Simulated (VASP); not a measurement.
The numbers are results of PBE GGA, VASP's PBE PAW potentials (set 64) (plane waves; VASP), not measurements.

Input for VASP

**KPOINTS**
```
Regular mesh
0
G
 9 9 9
```

INCAR:
```
SYSTEM  =  NiSi2
PREC  =  Accurate; ENCUT  =  400; LREAL  =  .False.
LASPH  =  .True.
EDIFF  =  1E-6; NELM  =  100; ALGO  =  Normal
LMAXMIX  =  4
ISMEAR  =  1; SIGMA  =  0.3
GGA  =  PE
ISIF  =  2
LWAVE  =  .False.; LCHARG  =  .False.
```

POSCAR:
```
NiSi2
3.9019570
  0.0000000000   0.7071067159   0.7071067159
  0.7071067159   0.0000000000   0.7071067159
  0.7071067159   0.7071067159   0.0000000000
Si Ni
2 1
direct
  0.2500000000   0.2500000000   0.2500000000
  0.7500000000   0.7500000000   0.7500000000
  0.0000000000   0.0000000000   0.0000000000
```

POTCAR, in this order: Si Ni (PBE.64 set). Program: vasp_std.

What VASP printed:

File OSZICAR:
```
       N       E                     dE             d eps       ncg     rms          rms(c)
DAV:   1     0.600303626996E+02    0.60030E+02   -0.66454E+03   918   0.112E+03
DAV:   2    -0.161043422913E+02   -0.76135E+02   -0.71471E+02   960   0.222E+02
DAV:   3    -0.192308937510E+02   -0.31266E+01   -0.30583E+01  1135   0.519E+01
DAV:   4    -0.192955112978E+02   -0.64618E-01   -0.64391E-01  1071   0.725E+00
DAV:   5    -0.192973452305E+02   -0.18339E-02   -0.18336E-02  1156   0.127E+00    0.160E+01
DAV:   6    -0.246714262017E+02   -0.53741E+01   -0.55658E+01   988   0.184E+02    0.266E+01
DAV:   7    -0.175222265130E+02    0.71492E+01   -0.16365E+01  1095   0.114E+02    0.437E+00
DAV:   8    -0.173802576183E+02    0.14197E+00   -0.24605E+00  1305   0.274E+01    0.234E+00
DAV:   9    -0.173494468786E+02    0.30811E-01   -0.24691E-01  1190   0.874E+00    0.543E-01
DAV:  10    -0.173487890200E+02    0.65786E-03   -0.57391E-03  1326   0.124E+00    0.296E-01
DAV:  11    -0.173488415878E+02   -0.52568E-04   -0.86277E-04  1087   0.323E-01    0.317E-02
DAV:  12    -0.173488744513E+02   -0.32864E-04   -0.45670E-05  1170   0.872E-02    0.234E-02
DAV:  13    -0.173488778930E+02   -0.34416E-05   -0.31409E-05  1049   0.107E-01    0.948E-03
DAV:  14    -0.173488783229E+02   -0.42990E-06   -0.16635E-06   884   0.118E-02
   1 F= -.17348878E+02 E0= -.17349549E+02  d E =0.201145E-02
```

**OUTCAR**
```
------------------------ aborting loop because EDIFF is reached ----------------------------------------
  FORCE on cell =-STRESS in cart. coord.  units (eV):
  Direction    XX          YY          ZZ          XY          YZ          ZX
  --------------------------------------------------------------------------------------
  Total       -1.3718596     -1.3718596     -1.3718596      0.0000000     -0.0000000      0.0000000
  in kB      -52.3224325    -52.3224325    -52.3224325      0.0000000     -0.0000000      0.0000000
  external PRESSURE =     -52.3224325 kB  Pullay stress =       0.0000000 kB
  volume of cell :       42.01
      direct lattice vectors                 reciprocal lattice vectors
     0.000000000  2.759100000  2.759100000    -0.181218513  0.181218513  0.181218513
     2.759100000  0.000000000  2.759100000     0.181218513 -0.181218513  0.181218513
     2.759100000  2.759100000  0.000000000     0.181218513  0.181218513 -0.181218513
 POSITION                                       TOTAL-FORCE (eV/Angst)
 -----------------------------------------------------------------------------------
      1.37955      1.37955      1.37955        -0.000000     -0.000000      0.000000
      4.13865      4.13865      4.13865         0.000000      0.000000     -0.000000
      0.00000      0.00000      0.00000         0.000000     -0.000000     -0.000000
 -----------------------------------------------------------------------------------
    total drift:                               -0.000000     -0.000000      0.000000
  FREE ENERGIE OF THE ION-ELECTRON SYSTEM (eV)
  ---------------------------------------------------
  free  energy   TOTEN  =       -17.3488783229 eV

  energy  without entropy=      -17.3508897721  energy(sigma->0) =      -17.34954881
```
(Selected blocks of OUTCAR.)

OUTCAR:
```
 val. band max:        9.4084234158   @ k =   0.3333   0.2222   0.0000

 cond. band min:       9.5949744614   @ k =  -0.4444   0.4444   0.1111


 Fermi energy:         9.5152606815

 k-point     1 :       0.0000    0.0000    0.0000
  band No.  band energies     occupation
      1      -3.7118      2.00000
      2       4.7580      2.00000
      3       4.7580      2.00000
      4       4.7580      2.00000
      5       6.3863      2.00000
      6       6.3863      2.00000
      7       8.7989      2.00377
      8      11.1887     -0.00000
      9      11.1887     -0.00000
     10      11.1887     -0.00000
     11      11.9451     -0.00000
     12      11.9451     -0.00000
     13      11.9451     -0.00000

 k-point     2 :       0.1111    0.0000    0.0000
  band No.  band energies     occupation
      1      -3.5374      2.00000
      2       4.3536      2.00000
      3       4.8128      2.00000
      4       4.8128      2.00000
      5       6.3561      2.00000
      6       6.3561      2.00000
      7       8.6931      2.00074
      8      10.0390     -0.03319
      9      10.5652     -0.00001
     10      10.5652     -0.00001
     11      12.4539     -0.00000
     12      12.4539     -0.00000
     13      13.2938     -0.00000

 k-point     3 :       0.2222    0.0000    0.0000
  band No.  band energies     occupation
      1      -3.0192      2.00000
      2       3.3139      2.00000
      3       4.9521      2.00000
      4       4.9521      2.00000
      5       6.3110      2.00000
      6       6.3110      2.00000
      7       7.5924      2.00000
      8       9.7322      0.06468
      9       9.7322      0.06468
     10      10.2196     -0.00445
     11      12.1153     -0.00000
     12      12.1153     -0.00000
     13      13.0121     -0.00000

 k-point     4 :       0.3333    0.0000    0.0000
  band No.  band energies     occupation
      1      -2.1754      2.00000
      2       1.9090      2.00000
      3       5.0975      2.00000
...
```

The compound is NiSi2 in the fluorite structure. The cell was not relaxed at this level. The run is one of a series of settings (SIGMA = 0.3 against the base run), some of them coarse on purpose. The run is not spin-polarised, so no magnetic state was tried.
